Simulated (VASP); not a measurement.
Runs of VASP 6.6.1 on Hf. The cell holds a sheet with vacuum, 1 atom: a = 2.779 Å, b = 2.779 Å, c = 23.800 Å, α = 90.00°, β = 90.00°, γ = 90.00°. The cell was built by a generator and needn't be a form met in nature.

```csv
level,smearing,further INCAR settings,gap on the mesh (eV),work function (eV)
PW91,fermi-dirac 0.05 eV,ALGO = Normal; EDIFF = 1e-06,none,(a)
RPBE,fermi-dirac 0.05 eV,ALGO = Normal; EDIFF = 1e-06,none,4.15
BLYP,fermi-dirac 0.05 eV,ALGO = Normal; EDIFF = 1e-06,none,(b)
PBE,gaussian 0.05 eV,ALGO = Fast; EDIFF = 1e-07,none,4.28
revPBE,fermi-dirac 0.05 eV,ALGO = Normal; EDIFF = 1e-06,none,4.16
```

Alike in all rows: task work function; potentials or basis VASP PAW PBE potentials, release 64 (Hf_pv); no spin polarisation; cell as given; k mesh 10 × 10 × 1; cutoff (eV) 520.

Task: Estimate the missing entries.

Result: (a) 4.31; (b) 3.90.

A k mesh can miss the band edges, and the runs leave out spin-orbit coupling on Hf.

A gap of «none» marks a metal or a gap under the smearing width.

Not every run made on this cell is shown here.
